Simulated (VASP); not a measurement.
Output of a VASP run:

File OUTCAR:
```
 ion  position               nearest neighbor table
   1  0.333  0.667  0.250-   2 3.13   2 3.13   2 3.13   2 3.13   2 3.13   2 3.13
   2  0.667  0.333  0.750-   1 3.13   1 3.13   1 3.13   1 3.13   1 3.13   1 3.13
  LATTYP: Found a hexagonal cell.
 ALAT       =     3.1899999670
 C/A-ratio  =     1.5830721167
 Subroutine PRICEL returns:
 Original cell was already a primitive cell.
 Subroutine GETGRP returns: Found 24 space group operations
The static configuration has the point symmetry D_3d.
 The point group associated with its full space group is D_6h.
The dynamic configuration has the point symmetry D_3d.
 Subroutine INISYM returns: Found 24 space group operations
 Subroutine IBZKPT returns following result:
 Found     76 irreducible k-points:

 Following reciprocal coordinates:
            Coordinates               Weight
  0.000000  0.000000  0.000000      1.000000
  0.083333  0.000000  0.000000      6.000000
  0.166667  0.000000  0.000000      6.000000
  0.250000  0.000000  0.000000      6.000000
  0.333333  0.000000  0.000000      6.000000
  0.416667  0.000000  0.000000      6.000000
  0.500000  0.000000  0.000000      3.000000
  0.083333  0.083333  0.000000      6.000000
  0.166667  0.083333  0.000000     12.000000
  0.250000  0.083333  0.000000     12.000000
  0.333333  0.083333  0.000000     12.000000
  0.416667  0.083333  0.000000     12.000000
  0.166667  0.166667  0.000000      6.000000
  0.250000  0.166667  0.000000     12.000000
  0.333333  0.166667  0.000000     12.000000
  0.416667  0.166667  0.000000      6.000000
  0.250000  0.250000  0.000000      6.000000
  0.333333  0.250000  0.000000     12.000000
  0.333333  0.333333  0.000000      2.000000
  0.000000  0.000000  0.142857      2.000000
  0.083333  0.000000  0.142857     12.000000
  0.166667  0.000000  0.142857     12.000000
  0.250000  0.000000  0.142857     12.000000
  0.333333  0.000000  0.142857     12.000000
  0.416667  0.000000  0.142857     12.000000
  0.500000  0.000000  0.142857      6.000000
  0.083333  0.083333  0.142857     12.000000
  0.166667  0.083333  0.142857     24.000000
  0.250000  0.083333  0.142857     24.000000
  0.333333  0.083333  0.142857     24.000000
  0.416667  0.083333  0.142857     24.000000
  0.166667  0.166667  0.142857     12.000000
  0.250000  0.166667  0.142857     24.000000
  0.333333  0.166667  0.142857     24.000000
  0.416667  0.166667  0.142857     12.000000
  0.250000  0.250000  0.142857     12.000000
  0.333333  0.250000  0.142857     24.000000
  0.333333  0.333333  0.142857      4.000000
  0.000000  0.000000  0.285714      2.000000
  0.083333  0.000000  0.285714     12.000000
   k-points           NKPTS =     76   k-points in BZ     NKDIM =     76   number of bands    NBANDS=     14
   number of dos      NEDOS =    301   number of ions     NIONS =      2
   total plane-waves  NPLWV =  23040
   dimension x,y,z NGX =    24 NGY =   24 NGZ =   40
   dimension x,y,z NGXF=    48 NGYF=   48 NGZF=   80
   ions per type =               2
   PREC   = accura    normal or accurate (medium, high low for compatibility)
   ISTART =      0    job   : 0-new  1-cont  2-samecut
   ICHARG =      2    charge: 1-file 2-atom 10-const
   ISPIN  =      1    spin polarized calculation?
   LNONCOLLINEAR =      F non collinear calculations
   LSORBIT =      F    spin-orbit coupling
   INIWAV =      1    electr: 0-lowe 1-rand  2-diag
   ENCUT  =  520.0 eV  38.22 Ry    6.18 a.u.   5.93  5.93  9.39*2*pi/ulx,y,z
   NELM   =    100;   NELMIN=  2; NELMDL= -5     # of ELM steps
   EDIFF  = 0.1E-05   stopping-criterion for ELM
   LREAL  =      F    real-space projection
   NLSPLINE    = F    spline interpolate recip. space projectors
   LMAXMIX     =    6 max onsite mixed and CHGCAR
   VOSKOWN=      0    Vosko Wilk Nusair interpolation
   EDIFFG = -.1E-01   stopping-criterion for IOM
   NSW    =     60    number of steps for IOM
...
```

File OSZICAR:
```
...
DAV:  11    -0.234117578345E+02   -0.12487E-02   -0.21391E-02  2548   0.150E+00    0.163E+00
DAV:  12    -0.233658906689E+02    0.45867E-01   -0.42481E-02  2658   0.126E+00    0.247E+00
DAV:  13    -0.233457222012E+02    0.20168E-01   -0.62770E-03  2422   0.906E-01    0.468E+00
DAV:  14    -0.232875760588E+02    0.58146E-01   -0.91928E-02  2242   0.217E+00    0.125E+00
DAV:  15    -0.233555985847E+02   -0.68023E-01   -0.13024E-02  2272   0.113E+00    0.779E-01
DAV:  16    -0.233569710979E+02   -0.13725E-02   -0.36304E-03  2338   0.447E-01    0.379E-01
DAV:  17    -0.233584041544E+02   -0.14331E-02   -0.29820E-03  2604   0.327E-01    0.624E-01
DAV:  18    -0.233629927359E+02   -0.45886E-02   -0.30019E-03  2200   0.412E-01    0.420E-01
DAV:  19    -0.233632452587E+02   -0.25252E-03   -0.51965E-04  2674   0.154E-01    0.177E-01
DAV:  20    -0.233632208347E+02    0.24424E-04   -0.50735E-05  2458   0.590E-02    0.782E-02
DAV:  21    -0.233632826990E+02   -0.61864E-04   -0.21669E-05  2632   0.418E-02    0.134E-02
DAV:  22    -0.233632858130E+02   -0.31141E-05   -0.25191E-06  1754   0.135E-02    0.703E-03
DAV:  23    -0.233632845037E+02    0.13093E-05   -0.33579E-07  1304   0.615E-03    0.574E-03
DAV:  24    -0.233632877088E+02   -0.32051E-05   -0.29482E-07  1196   0.542E-03    0.195E-03
DAV:  25    -0.233632859183E+02    0.17905E-05   -0.77340E-08  1178   0.311E-03    0.883E-04
DAV:  26    -0.233632862329E+02   -0.31455E-06   -0.35184E-08  1178   0.142E-03
   1 F= -.23363286E+02 E0= -.23363218E+02  d E =-.233633E+02
       N       E                     dE             d eps       ncg     rms          rms(c)
DAV:   1    -0.234201856857E+02   -0.56900E-01   -0.16796E+00  2128   0.115E+01    0.317E+00
DAV:   2    -0.233755812666E+02    0.44604E-01   -0.95795E-02  2164   0.278E+00    0.884E-01
DAV:   3    -0.233629213293E+02    0.12660E-01   -0.34034E-02  2182   0.136E+00    0.420E-01
DAV:   4    -0.233618574749E+02    0.10639E-02   -0.31090E-03  2452   0.448E-01    0.361E-01
DAV:   5    -0.233608172440E+02    0.10402E-02   -0.13014E-03  2290   0.258E-01    0.141E-01
DAV:   6    -0.233617823312E+02   -0.96509E-03   -0.94897E-04  2218   0.208E-01    0.512E-02
DAV:   7    -0.233619183236E+02   -0.13599E-03   -0.10432E-04  2374   0.741E-02    0.907E-03
DAV:   8    -0.233619212286E+02   -0.29050E-05   -0.47768E-06  2596   0.196E-02    0.368E-03
DAV:   9    -0.233619234627E+02   -0.22341E-05   -0.65419E-07  1454   0.722E-03    0.510E-03
DAV:  10    -0.233619234908E+02   -0.28180E-07   -0.51077E-08  1250   0.168E-03
   2 F= -.23361923E+02 E0= -.23361842E+02  d E =0.136274E-02
       N       E                     dE             d eps       ncg     rms          rms(c)
DAV:   1    -0.233834655896E+02   -0.21542E-01   -0.50962E-01  2128   0.633E+00    0.180E+00
DAV:   2    -0.233699878658E+02    0.13478E-01   -0.29942E-02  2158   0.154E+00    0.485E-01
DAV:   3    -0.233661863057E+02    0.38016E-02   -0.10016E-02  2182   0.725E-01    0.217E-01
DAV:   4    -0.233658054607E+02    0.38084E-03   -0.10575E-03  2434   0.259E-01    0.183E-01
DAV:   5    -0.233654430538E+02    0.36241E-03   -0.38843E-04  2326   0.142E-01    0.768E-02
DAV:   6    -0.233657567802E+02   -0.31373E-03   -0.27124E-04  2218   0.111E-01    0.272E-02
DAV:   7    -0.233657981471E+02   -0.41367E-04   -0.26662E-05  2422   0.371E-02    0.590E-03
DAV:   8    -0.233657997685E+02   -0.16215E-05   -0.88895E-07  1784   0.870E-03    0.156E-03
DAV:   9    -0.233658004422E+02   -0.67371E-06   -0.24606E-07  1226   0.395E-03
   3 F= -.23365800E+02 E0= -.23365745E+02  d E =-.251421E-02
```

File OUTCAR:
```
------------------------ aborting loop because EDIFF is reached ----------------------------------------
  FORCE on cell =-STRESS in cart. coord.  units (eV):
  Direction    XX          YY          ZZ          XY          YZ          ZX
  --------------------------------------------------------------------------------------
  Total        0.0086861      0.0086861     -0.0181488      0.0000000      0.0000000     -0.0000000
  in kB        0.3166988      0.3166988     -0.6617140      0.0000000      0.0000000     -0.0000000
  external PRESSURE =      -0.0094388 kB  Pullay stress =       0.0000000 kB
  volume of cell :       43.94
      direct lattice vectors                 reciprocal lattice vectors
     1.588593793 -2.751525125 -0.000000000     0.314743770 -0.181717403  0.000000000
     1.588593793  2.751525125 -0.000000000     0.314743770  0.181717403  0.000000000
     0.000000000  0.000000000  5.026561817     0.000000000  0.000000000  0.198943142
 POSITION                                       TOTAL-FORCE (eV/Angst)
 -----------------------------------------------------------------------------------
      1.58859      0.91718      1.25664        -0.000000      0.000000      0.000000
      1.58859     -0.91718      3.76992         0.000000     -0.000000      0.000000
 -----------------------------------------------------------------------------------
    total drift:                               -0.000005      0.000181     -0.000015
  FREE ENERGIE OF THE ION-ELECTRON SYSTEM (eV)
  ---------------------------------------------------
  free  energy   TOTEN  =       -23.3658004422 eV

  energy  without entropy=      -23.3656338239  energy(sigma->0) =      -23.36574490

 reached required accuracy - stopping structural energy minimisation
```
(Selected blocks of OUTCAR.)

**POSCAR**
```
Hf
1
    1.5950000000    -2.7626210000     0.0000000000
    1.5950000000     2.7626210000     0.0000000000
    0.0000000000     0.0000000000     5.0500000000
Hf
2
Direct
  0.3333330000   0.6666670000   0.2500000000
  0.6666670000   0.3333330000   0.7500000000
```

**Question.** Write an INCAR and KPOINTS that could have produced this output.

**Answer.** Several could match; the one computed here: the input of the run itself, TPSS meta-GGA, plane waves, VASP's PBE PAW potentials (set 64).

**KPOINTS**
```
K-points
0
Gamma
  12 12 7
0 0 0
```

INCAR:
```
# general
SYSTEM   =  Hf
PREC     =  Accurate
ENCUT    =  520   # plane-wave cut-off (eV)
LREAL    =  F   # projection in real space or not
LASPH    =  T   # aspherical one-centre terms

# electronic loop
EDIFF    =  1E-6   # SCF stop (eV)
NELM     =  100   # most electronic steps
ALGO     =  Normal   # blocked Davidson
LMAXMIX  =  6   # l cut-off of mixed one-centre charges
LMIXTAU  =  T

# smearing
ISMEAR   =  1
SIGMA    =  0.1   # width (eV)

# functional
METAGGA  =  TPSS

# ions
IBRION   =  2
NSW      =  60
ISIF     =  3   # ions, shape and volume
EDIFFG   =  -0.01   # ionic stop

# output
LWAVE    =  F
LCHARG   =  F
```

POTCAR, in this order: Hf_pv (PBE.64 set). Program: vasp_std.

The compound is Hf in the hcp structure. This run relaxes it. Symmetry was kept, so distortions that lower it aren't found.
